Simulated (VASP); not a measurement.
Here is the system:

```xyz
4
Lattice="3.8816 0.0000 0.0000 0.0000 3.8816 0.0000 0.0000 0.0000 5.5955" Properties=species:S:1:pos:R:3 pbc="T T T"
Zn     0.0000     0.0000     2.7977
Cd     1.9408     1.9408     0.0000
S      1.9408     0.0000     1.5451
S      3.8816     1.9408     4.0504
```

Computed with LDA (Ceperley-Alder, Perdew-Zunger), VASP's LDA PAW potentials (set 64) (plane waves; VASP). Settings: 400 eV cut-off, 7×7×5 Γ-centred mesh, tetrahedra with Blöchl corrections, potentials Zn Cd S.

The cores are frozen, which limits the accuracy of field gradients.

Question: Give the principal components of the electric field gradient (V/Å²) and the asymmetry η at each nucleus.

Answer: 
| atom | Vxx | Vyy | Vzz | η |
|---|---|---|---|---|
| Zn1 | -7.7 | -7.7 | 15.5 | 0.00 |
| Cd2 | 18.6 | 18.6 | -37.1 | 0.00 |
| S3 | 11.3 | 6.2 | -17.5 | 0.29 |
| S4 | 11.3 | 6.2 | -17.5 | 0.29 |

The structure comes from a computed database's ZnCdS2 entry (P-4m2); how it stands against other phases isn't given here. It was relaxed first, which changed the volume by -6 %.
